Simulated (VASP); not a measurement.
Data:

```xyz
2
Lattice="0.0000 2.9689 2.9689 2.9689 0.0000 2.9689 2.9689 2.9689 0.0000" Properties=species:S:1:pos:R:3 pbc="T T T"
Mg     0.0000     0.0000     0.0000
Se     1.4845     1.4845     1.4845
```

Level of theory: PBEsol GGA, VASP's PBE PAW potentials (set 64) (plane waves; VASP). Settings: 400 eV cut-off, 7×7×7 Γ-centred mesh, Gaussian smearing of 0.050 eV, potentials Mg Se.

**Question.** Estimate the energy per atom (σ→0), band gap (on the k-mesh) with the smallest direct gap where there is one.

**Answer.** 
| Quantity | Result |
|---|---|
| band gap (on the k-mesh) | 2.52 eV |
| smallest direct gap (on the k-mesh) | 2.52 eV |
| energy per atom (σ→0) | -4.002 eV/atom |

Only differences to runs with the same potentials and settings are physical.

The structure comes from a computed database's MgSe entry (F-43m); how it stands against other phases isn't given here. The cell was not relaxed at this level.
